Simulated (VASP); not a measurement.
# A VASP study of EuAg4Sb2 (PBEsol + U): structure first, properties next, part 2 of 6

How well does PBEsol + U reproduce what experiment finds for EuAg4Sb2? The cell is relaxed first, and properties follow on it. The start is a cell from a database of measured crystal structures.

VASP 6.6.1, plane waves and PAW; the level of theory is named at each step.

So far: The starting structure; Full relaxation (PBEsol + U).

## (2) Full relaxation (PBEsol + U) (continued)

Level of this step: PBEsol, DFT+U (Eu f 7 eV), spin-polarised from a ferromagnetic start (one magnetic atom a cell); plane waves and PAW (Eu, Ag, Sb) (VASP).

From OUTCAR (step 2):

```text
ion  position               nearest neighbor table
   1  0.000  0.000  0.000-   7 3.32   6 3.32   7 3.32   7 3.32   6 3.32   6 3.32   3 3.50   2 3.50

  LATTYP: Found a trigonal (rhomboedric) cell.
 ALAT       =     8.6698225961
 COS(alpha) =     0.8515599905

 Subroutine GETGRP returns: Found 12 space group operations
 (whereof 12 operations were pure point group operations)

The static configuration has the point symmetry D_3d.

 Found     32 irreducible k-points:

   k-points           NKPTS =     32   k-points in BZ     NKDIM =     32   number of bands    NBANDS=     47

   dimension x,y,z NGX =    60 NGY =   60 NGZ =   60
   dimension x,y,z NGXF=   120 NGYF=  120 NGZF=  120

   ENCUT  =  450.0 eV  33.07 Ry    5.75 a.u.  15.00 15.00 15.00*2*pi/ulx,y,z

   NELECT =      71.0000    total number of electrons

 k-points in reciprocal lattice and weights: Automatic mesh
   0.00000000  0.00000000  0.00000000       0.005
   0.16666667  0.00000000 -0.00000000       0.028
   0.33333333  0.00000000 -0.00000000       0.028
   0.50000000  0.00000000 -0.00000000       0.014
   0.16666667  0.16666667 -0.00000000       0.028
   0.33333333  0.16666667 -0.00000000       0.056
   0.50000000  0.16666667 -0.00000000       0.056
  -0.33333333  0.16666667  0.00000000       0.056
  -0.16666667  0.16666667  0.00000000       0.028
[...]
-0.33333333  0.50000000  0.33333333       0.028
   0.50000000  0.50000000  0.50000000       0.005

atom =   1  type =  1  l = 3

 onsite density matrix

spin component  1

  0.9755  0.0000 -0.0000  0.0017  0.0000 -0.0000  0.0000
  0.0000  0.9717  0.0000  0.0000 -0.0015  0.0000  0.0000
 -0.0000  0.0000  0.9770  0.0000 -0.0000 -0.0015 -0.0000
  0.0017  0.0000  0.0000  0.9747  0.0000 -0.0000  0.0000
  0.0000 -0.0015 -0.0000  0.0000  0.9770  0.0000 -0.0000
 -0.0000  0.0000 -0.0015 -0.0000  0.0000  0.9717  0.0000
  0.0000  0.0000 -0.0000  0.0000 -0.0000  0.0000  0.9776

spin component  2

  0.0009  0.0000 -0.0000 -0.0007  0.0000  0.0000 -0.0000
  0.0000  0.0013  0.0000 -0.0000  0.0001  0.0000 -0.0000
 -0.0000  0.0000  0.0007  0.0000 -0.0000  0.0001 -0.0000
 -0.0007 -0.0000  0.0000  0.0011  0.0000 -0.0000 -0.0000
  0.0000  0.0001 -0.0000  0.0000  0.0007  0.0000 -0.0000
  0.0000  0.0000  0.0001 -0.0000  0.0000  0.0013 -0.0000
 -0.0000 -0.0000 -0.0000 -0.0000 -0.0000 -0.0000  0.0005

 occupancies and eigenvectors

  o =  0.0003  v =  0.0000  0.0000  0.0000  0.0000  0.0000  0.0000  0.0000  0.7631  0.0000  0.0000  0.6463 -0.0000  0.0000  0.0000      0.0000  0.0000  0.0000  0.0000  0.0000  0.0000  0.0000  0.0000  0.0000  0.0000  0.0000  0.0000  0.0000  0.0000
  o =  0.0005  v =  0.0000  0.0000  0.0000  0.0000  0.0000  0.0000  0.0000  0.0000  0.0000 -0.0000  0.0000 -0.0000  0.0000 -1.0000      0.0000  0.0000  0.0000  0.0000  0.0000  0.0000  0.0000  0.0000  0.0000  0.0000  0.0000  0.0000  0.0000  0.0000
  o =  0.0007  v =  0.0000  0.0000  0.0000  0.0000  0.0000  0.0000  0.0000  0.0000 -0.0000  0.9835 -0.0000  0.0000 -0.1811 -0.0000      0.0000  0.0000  0.0000  0.0000  0.0000  0.0000  0.0000  0.0000  0.0000  0.0000  0.0000  0.0000  0.0000  0.0000
  o =  0.0007  v =  0.0000  0.0000  0.0000  0.0000  0.0000  0.0000  0.0000  0.0000 -0.1811 -0.0000  0.0000  0.9835  0.0000 -0.0000      0.0000  0.0000  0.0000  0.0000  0.0000  0.0000  0.0000  0.0000  0.0000  0.0000  0.0000  0.0000  0.0000  0.0000
  o =  0.0013  v =  0.0000  0.0000  0.0000  0.0000  0.0000  0.0000  0.0000  0.0000  0.0001 -0.1811 -0.0000  0.0000 -0.9835  0.0000      0.0000  0.0000  0.0000  0.0000  0.0000  0.0000  0.0000  0.0000  0.0000  0.0000  0.0000  0.0000  0.0000  0.0000
  o =  0.0013  v =  0.0000  0.0000  0.0000  0.0000  0.0000  0.0000  0.0000 -0.0000  0.9835  0.0000  0.0000  0.1811  0.0001 -0.0000      0.0000  0.0000  0.0000  0.0000  0.0000  0.0000  0.0000  0.0000  0.0000  0.0000  0.0000  0.0000  0.0000  0.0000
  o =  0.0017  v =  0.0000  0.0000  0.0000  0.0000  0.0000  0.0000  0.0000 -0.6463 -0.0000  0.0000  0.7631 -0.0000 -0.0000  0.0000      0.0000  0.0000  0.0000  0.0000  0.0000  0.0000  0.0000  0.0000  0.0000  0.0000  0.0000  0.0000  0.0000  0.0000
  o =  0.9713  v = -0.0000 -0.0001  0.2571  0.0000 -0.0000  0.9664 -0.0000  0.0000  0.0000  0.0000  0.0000  0.0000  0.0000  0.0000      0.0000  0.0000  0.0000  0.0000  0.0000  0.0000  0.0000  0.0000  0.0000  0.0000  0.0000  0.0000  0.0000  0.0000
  o =  0.9713  v =  0.0000 -0.9664 -0.0000 -0.0000 -0.2571 -0.0001 -0.0000  0.0000  0.0000  0.0000  0.0000  0.0000  0.0000  0.0000      0.0000  0.0000  0.0000  0.0000  0.0000  0.0000  0.0000  0.0000  0.0000  0.0000  0.0000  0.0000  0.0000  0.0000
  o =  0.9733  v =  0.6266  0.0000  0.0000 -0.7794  0.0000  0.0000  0.0000  0.0000  0.0000  0.0000  0.0000  0.0000  0.0000  0.0000      0.0000  0.0000  0.0000  0.0000  0.0000  0.0000  0.0000  0.0000  0.0000  0.0000  0.0000  0.0000  0.0000  0.0000
  o =  0.9768  v =  0.7794 -0.0000  0.0000  0.6266 -0.0000 -0.0000 -0.0000  0.0000  0.0000  0.0000  0.0000  0.0000  0.0000  0.0000      0.0000  0.0000  0.0000  0.0000  0.0000  0.0000  0.0000  0.0000  0.0000  0.0000  0.0000  0.0000  0.0000  0.0000
  o =  0.9774  v =  0.0000 -0.0000 -0.9664  0.0000  0.0000  0.2571  0.0000  0.0000  0.0000  0.0000  0.0000  0.0000  0.0000  0.0000      0.0000  0.0000  0.0000  0.0000  0.0000  0.0000  0.0000  0.0000  0.0000  0.0000  0.0000  0.0000  0.0000  0.0000
  o =  0.9774  v =  0.0000  0.2571 -0.0000 -0.0000 -0.9664  0.0000 -0.0000  0.0000  0.0000  0.0000  0.0000  0.0000  0.0000  0.0000      0.0000  0.0000  0.0000  0.0000  0.0000  0.0000  0.0000  0.0000  0.0000  0.0000  0.0000  0.0000  0.0000  0.0000
  o =  0.9776  v = -0.0000 -0.0000  0.0000 -0.0000  0.0000 -0.0000 -1.0000  0.0000  0.0000  0.0000  0.0000  0.0000  0.0000  0.0000      0.0000  0.0000  0.0000  0.0000  0.0000  0.0000  0.0000  0.0000  0.0000  0.0000  0.0000  0.0000  0.0000  0.0000

 average (electrostatic) potential at core
       1 -33.4642       2 -72.0406       3 -72.0406       4 -72.1936       5 -72.1936
       6 -85.0473       7 -85.0473

 E-fermi :   7.2962

 spin component 1
 k-point     1 :       0.0000    0.0000    0.0000
  band No.  band energies     occupation
    ...
     33       5.6300      1.00000
     34       5.6573      1.00000
     35       6.6369      1.00002
     36       6.6369      1.00002
     37       6.7941      1.00111
     38       7.4919     -0.02274
     39       8.0249     -0.00000
     40       8.0249     -0.00000
     41       8.5089     -0.00000
     42       8.5922     -0.00000
    ...

 k-point     2 :       0.1667    0.0000   -0.0000
  band No.  band energies     occupation
    ...
     35       5.7375      1.00000
     36       6.1844      1.00000
     37       6.4425      1.00000
     38       7.1484      0.97271
     39       7.2126      0.82181
     40       8.2855     -0.00000
     41       8.4514     -0.00000
     42       8.8294     -0.00000
     43       9.8998     -0.00000
     44      10.0330     -0.00000
    ...

 k-point     3 :       0.3333    0.0000   -0.0000
  band No.  band energies     occupation
    ...
     35       5.6343      1.00000
     36       5.7035      1.00000
     37       5.7036      1.00000
     38       6.0268      1.00000
     39       6.8675      1.00489
     40       8.0587     -0.00000
     41       8.8446     -0.00000
     42       9.1397     -0.00000
     43      10.1370     -0.00000
     44      10.2149     -0.00000
    ...

 k-point     4 :       0.5000    0.0000   -0.0000
  band No.  band energies     occupation
    ...
     35       5.6322      1.00000
     36       5.6453      1.00000
     37       5.6556      1.00000
     38       5.6834      1.00000
     39       6.7998      1.00126
     40       8.1190     -0.00000
     41       8.9102     -0.00000
     42       9.3417     -0.00000
     43       9.8433     -0.00000
     44      10.2280     -0.00000
    ...

 k-point     5 :       0.1667    0.1667   -0.0000
  band No.  band energies     occupation
    ...
     34       5.6369      1.00000
     35       5.7700      1.00000
     36       6.0676      1.00000
     37       6.3682      1.00000
     38       7.0248      1.03323
     39       7.4177      0.07670
     40       8.2005     -0.00000
     41       8.6937     -0.00000
     42       9.0722     -0.00000
     43       9.7662     -0.00000
    ...

 k-point     6 :       0.3333    0.1667   -0.0000
  band No.  band energies     occupation
    ...
     35       5.6474      1.00000
     36       5.7040      1.00000
     37       5.8495      1.00000
     38       6.0520      1.00000
     39       6.5499      1.00000
     40       8.2902     -0.00000
     41       9.1895     -0.00000
     42       9.4262     -0.00000
     43       9.8221     -0.00000
     44      10.1654     -0.00000
    ...

  Total        0.0086404      0.0086404      0.0430353      0.0000000      0.0000000      0.0000000
  in kB        0.0900549      0.0900549      0.4485367      0.0000000      0.0000000      0.0000000
  external PRESSURE =       0.2095489 kB  Pullay stress =       0.0000000 kB

  energy-cutoff  :      450.00
  volume of cell :      153.72
      direct lattice vectors                 reciprocal lattice vectors
     2.333278746  1.347119112  8.151052004     0.214290727  0.123720809  0.040894517
    -2.333278746  1.347119112  8.151052004    -0.214290727  0.123720809  0.040894517
     0.000000000 -2.694238225  8.151052004     0.000000000 -0.247441618  0.040894517

 POSITION                                       TOTAL-FORCE (eV/Angst)
 -----------------------------------------------------------------------------------
     -0.00000     -0.00000      0.00000        -0.000000      0.000000      0.000000
      0.00000      0.00000      3.49871        -0.000000      0.000000     -0.008454
      0.00000      0.00000     20.95445         0.000000     -0.000000      0.008454
      0.00000      0.00000     10.65697         0.000000     -0.000000      0.007058
      0.00000      0.00000     13.79618        -0.000000      0.000000     -0.007058
      0.00000      0.00000      6.30255        -0.000000      0.000000     -0.000575
      0.00000      0.00000     18.15061         0.000000      0.000000      0.000575
 -----------------------------------------------------------------------------------
    total drift:                                0.000000     -0.000000      0.000000

  FREE ENERGIE OF THE ION-ELECTRON SYSTEM (eV)
  ---------------------------------------------------
  free  energy   TOTEN  =       -35.4718425537 eV

  energy  without entropy=      -35.4722410134  energy(sigma->0) =      -35.47197537

 reached required accuracy - stopping structural energy minimisation

 total charge
# of ion       s       p       d       f       tot
--------------------------------------------------
    1        2.025   5.736   0.301   6.824  14.886
    2        0.372   0.308   9.176   0.000   9.856
    3        0.372   0.308   9.176   0.000   9.856
    4        0.409   0.338   9.153   0.000   9.900
    5        0.409   0.338   9.153   0.000   9.900
    6        1.128   1.306   0.036   0.000   2.469
    7        1.128   1.306   0.036   0.000   2.469
--------------------------------------------------
tot          5.843   9.640  37.029   6.824  59.336

 magnetization (x)
# of ion       s       p       d       f       tot
--------------------------------------------------
    1       -0.012  -0.103   0.059   6.812   6.756
    2        0.000  -0.000  -0.003   0.000  -0.002
    3        0.000  -0.000  -0.003   0.000  -0.002
    4       -0.004   0.000  -0.002   0.000  -0.006
    5       -0.004   0.000  -0.002   0.000  -0.006
    6       -0.005  -0.014   0.001   0.000  -0.018
    7       -0.005  -0.014   0.001   0.000  -0.018
--------------------------------------------------
tot         -0.029  -0.131   0.052   6.812   6.703

[... 6 further parts left out ...]
```

The cell holds one magnetic atom, so no antiferromagnetic order fits into it. Experiment finds antiferromagnetic order in this phase (below 10.5 K, arxiv:2406.18252), so this ferromagnetic run describes another state. The PAW data sets were made with PBE, which is usual practice but a small mismatch for other functionals. The run keeps the 12 symmetry operations of its start, so it cannot find a distortion of lower symmetry.

Relaxation path (22 of 28):

```
step  energy less that of the first step (eV)  largest force (eV/Å)  pressure (GPa)  volume (Å³)
   1                                   0.0000                0.0589           -2.09       159.04
   2                                  -0.0255                0.2103            1.08       152.32
   4                                  -0.0323                0.1353           -0.02       154.47
   5                                  -0.0342                0.1011           -0.05       154.36
   6                                  -0.0371                0.0558           -0.05       154.07
   7                                  -0.0374                0.0649           -0.06       153.93
   9                                  -0.0393                0.0298            0.11       153.35
  10                                  -0.0396                0.0256           -0.11       153.79
  11                                  -0.0396                0.0259           -0.13       153.77
  13                                  -0.0401                0.0130           -0.07       153.88
  14                                  -0.0401                0.0178           -0.07       153.91
  15                                  -0.0403                0.0123            0.00       153.72
  16                                  -0.0403                0.0105            0.05       153.64
  18                                  -0.0403                0.0120            0.10       153.69
  19                                  -0.0403                0.0134            0.09       153.71
  20                                  -0.0403                0.0139            0.07       153.71
  22                                  -0.0403                0.0107           -0.04       153.79
  23                                  -0.0403                0.0120           -0.05       153.77
  24                                  -0.0403                0.0123           -0.04       153.74
  25                                  -0.0403                0.0132           -0.04       153.73
  27                                  -0.0403                0.0133           -0.02       153.72
  28                                  -0.0403                0.0085            0.02       153.72
```

```
conventional cell, symmetrised  before   after  change
                         a (Å)   4.724   4.667  -1.2 %
                         b (Å)   4.724   4.667  -1.2 %
                         c (Å)  24.689  24.453  -1.0 %
              volume (Å³/atom)   22.72   21.96  -3.3 %
```

The atoms that moved most (Å, as changes of fractional coordinates times the final cell):

```
atom     dx     dy      dz  length
 Ag4  0.000  0.000   0.042   0.042
 Ag5  0.000  0.000  -0.042   0.042
 Sb6  0.000  0.000   0.034   0.034
 Sb7  0.000  0.000  -0.034   0.034
 Ag3  0.000  0.000  -0.027   0.027
 Ag2  0.000  0.000   0.027   0.027
```

The relaxed structure:

```xyz
7
Lattice="2.3333 1.3471 8.1511 -2.3333 1.3471 8.1511 0.0000 -2.6942 8.1511" Properties=species:S:1:pos:R:3 pbc="T T T"
Eu    0.0000    0.0000    0.0000
Ag    0.0000    0.0000    3.4987
Ag    0.0000    0.0000   20.9545
Ag    0.0000    0.0000   10.6570
Ag    0.0000    0.0000   13.7962
Sb    0.0000    0.0000    6.3025
Sb    0.0000    0.0000   18.1506
```

This step gave:

| Quantity | Value |
| --- | --- |
| electrons | 71 |
| bands | 47 |
| irreducible k-points | 32 |
| symmetry operations | 12 |
| free energy (TOTEN) | -35.47 eV |
| energy at zero smearing | -35.47 eV |
| Fermi energy | 7.296 eV |
| pressure | 0.02095 GPa |
| moment of the cell, from the last line of the log | 7.048 μB |
| metallic | yes |
| SCF cycles over all ionic steps | 207 |

Spin moment in the PAW sphere by atom:

```
atom  spin moment in the PAW sphere (μB)
 Eu1                                6.76
 Ag2                                0.00
 Ag3                                0.00
 Ag4                               -0.01
 Ag5                               -0.01
 Sb6                               -0.02
 Sb7                               -0.02
```

It ends with a largest force of 0.008 eV/Å and a pressure of 0.02 GPa. The volume lies -3.3 % from that of the database's start, which holds the thermal and zero-point expansion of its experiment.

[end of part 2 of 6]

[Lines on the potential files, build, host, timing and source positions are cut from VASP's logs without a mark.]

[Logs are printed without paths, hosts, clocks, repeated set-up lines and the standing remarks that a program may print on its own settings, such as how far it seeks lower states.]

[Hosts, paths, dates, database ids (printed as entryN), source tags and the programs' standing remarks are cut or masked in the printed files.]

[A measured line is paired with the nearest computed mode of its activity, which favours agreement.]
